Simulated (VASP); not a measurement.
A run of VASP 6.6.1 is set up as follows.

File POSCAR:

```
MgO                                     
1.0
    0.0000000000      2.1048612689      2.1048612689
    2.1048612689      0.0000000000      2.1048612689
    2.1048612689      2.1048612689      0.0000000000
  Mg              O             
     1     1
Direct
     0.0000000000000000    0.0000000000000000    0.0000000000000000
     0.5000000000000000    0.5000000000000000    0.5000000000000000
```

File INCAR.step1:

```
PREC     = Accurate       # precision mode
ENCUT    = 520            # plane-wave cutoff, eV
EDIFF    = 1E-5           # SCF threshold, eV
ISMEAR   = 0              # smearing method
SIGMA    = 0.02           # smearing width, eV
LREAL    = F              # projectors in reciprocal space
LASPH    = T              # aspherical terms in the spheres
NELM     = 100            # most SCF steps
ALGO     = Normal         # electronic algorithm
ISIF     = 2              # what is computed and relaxed
LWAVE    = T              # write WAVECAR
LCHARG   = F              # write CHGCAR
NBANDS   = 11             # bands
KPAR     = 4            
GGA      = PE             # functional
```

INCAR.step2

```
PREC     = Accurate       # precision mode
ENCUT    = 520            # plane-wave cutoff, eV
EDIFF    = 1E-7           # SCF threshold, eV
ISMEAR   = 0              # smearing method
SIGMA    = 0.02           # smearing width, eV
LREAL    = F              # projectors in reciprocal space
LASPH    = T              # aspherical terms in the spheres
NELM     = 100            # most SCF steps
ALGO     = Normal         # electronic algorithm
ISIF     = 2              # what is computed and relaxed
LWAVE    = F              # write WAVECAR
LCHARG   = F              # write CHGCAR
GGA      = PE             # functional
LHFCALC  = T              # exact exchange
AEXX     = 0.25           # exact-exchange fraction
PRECFOCK = Fast         
HFRCUT   = -1           
NBANDS   = 11             # bands
KPAR     = 4            
ISTART   = 1
```

The input KPOINTS:

```
Automatic mesh
0
Gamma
  8 8 8
```

The input KPOINTS_OPT:

```
path GXWKGLUWLK,UX
12
line-mode
reciprocal
 0.0000000000  0.0000000000  0.0000000000  G
 0.5000000000  0.0000000000  0.5000000000  X

 0.5000000000  0.0000000000  0.5000000000  X
 0.5000000000  0.2500000000  0.7500000000  W

 0.5000000000  0.2500000000  0.7500000000  W
 0.3750000000  0.3750000000  0.7500000000  K

 0.3750000000  0.3750000000  0.7500000000  K
 0.0000000000  0.0000000000  0.0000000000  G

 0.0000000000  0.0000000000  0.0000000000  G
 0.5000000000  0.5000000000  0.5000000000  L

 0.5000000000  0.5000000000  0.5000000000  L
 0.6250000000  0.2500000000  0.6250000000  U

 0.6250000000  0.2500000000  0.6250000000  U
 0.5000000000  0.2500000000  0.7500000000  W

 0.5000000000  0.2500000000  0.7500000000  W
 0.5000000000  0.5000000000  0.5000000000  L

 0.5000000000  0.5000000000  0.5000000000  L
 0.3750000000  0.3750000000  0.7500000000  K

 0.6250000000  0.2500000000  0.6250000000  U
 0.5000000000  0.0000000000  0.5000000000  X
```

Potentials or basis: VASP PAW PBE potentials, release 64 (Mg, O).

Launch:

```console
$ cat potpaw_PBE.64/Mg/POTCAR potpaw_PBE.64/O/POTCAR > POTCAR
$ cp INCAR.step1 INCAR
$ mpirun -np 4 vasp_std > vasp.out
$ cp INCAR.step2 INCAR
$ mpirun -np 4 vasp_std > vasp.out
```

Q: What does it give for the pressure?

A: -1.3 GPa.

Q: What does it give for the band gap on the k mesh?

A: 7.20 eV, direct.

Q: Predict the band gap along the path.

A: 7.20 eV, direct.

Levels at the corners of the path, in eV from the valence-band top:
| point | band 1 | band 2 | band 3 | band 4 | band 5 | band 6 | band 7 | band 8 |
| --- | --- | --- | --- | --- | --- | --- | --- | --- |
| Γ | -18.86 | 0.00 | 0.00 | 0.00 | 7.20 | 18.54 | 18.54 | 18.54 |
| X | -17.23 | -4.42 | -1.48 | -1.48 | 11.61 | 12.64 | 16.15 | 22.18 |
| X | -17.23 | -4.42 | -1.48 | -1.48 | 11.61 | 12.64 | 16.15 | 22.18 |
| W | -17.17 | -3.20 | -3.20 | -1.92 | 14.44 | 14.44 | 15.00 | 18.42 |
| W | -17.17 | -3.20 | -3.20 | -1.92 | 14.44 | 14.44 | 15.00 | 18.42 |
| K | -17.21 | -3.78 | -2.92 | -1.26 | 12.69 | 14.59 | 15.47 | 21.19 |
| K | -17.21 | -3.78 | -2.92 | -1.26 | 12.69 | 14.59 | 15.47 | 21.19 |
| Γ | -18.86 | 0.00 | 0.00 | 0.00 | 7.20 | 18.54 | 18.54 | 18.54 |
| Γ | -18.86 | 0.00 | 0.00 | 0.00 | 7.20 | 18.54 | 18.54 | 18.54 |
| L | -17.50 | -4.97 | -0.72 | -0.72 | 10.43 | 15.66 | 19.12 | 19.12 |
| L | -17.50 | -4.97 | -0.72 | -0.72 | 10.43 | 15.66 | 19.12 | 19.12 |
| U | -17.21 | -3.78 | -2.92 | -1.26 | 12.69 | 14.59 | 15.47 | 21.19 |
| U | -17.21 | -3.78 | -2.92 | -1.26 | 12.69 | 14.59 | 15.47 | 21.19 |
| W | -17.17 | -3.20 | -3.20 | -1.92 | 14.44 | 14.44 | 15.00 | 18.42 |
| W | -17.17 | -3.20 | -3.20 | -1.92 | 14.44 | 14.44 | 15.00 | 18.42 |
| L | -17.50 | -4.97 | -0.72 | -0.72 | 10.43 | 15.66 | 19.12 | 19.12 |
| L | -17.50 | -4.97 | -0.72 | -0.72 | 10.43 | 15.66 | 19.12 | 19.12 |
| K | -17.21 | -3.78 | -2.92 | -1.26 | 12.69 | 14.59 | 15.47 | 21.19 |
| U | -17.21 | -3.78 | -2.92 | -1.26 | 12.69 | 14.59 | 15.47 | 21.19 |
| X | -17.23 | -4.42 | -1.48 | -1.48 | 11.61 | 12.64 | 16.15 | 22.18 |

Caveat: the PAW data sets were made with another functional, which shifts forces and pressure a little.

**What was measured.**

From “Electronic structure of alkaline earth and post-transition metal oxides”, 2009, arxiv:0908.1581, for a bulk crystal of MgO: band gap 7.83 eV.

Against the measured gap of MgO, 7.83 eV (quoted in “Electronic structure of alkaline earth and post-transition metal oxides”, 2009, arxiv:0908.1581), the calculated 7.20 eV is off by -0.63 eV. The value is that of PBE0, without temperature or zero-point motion.
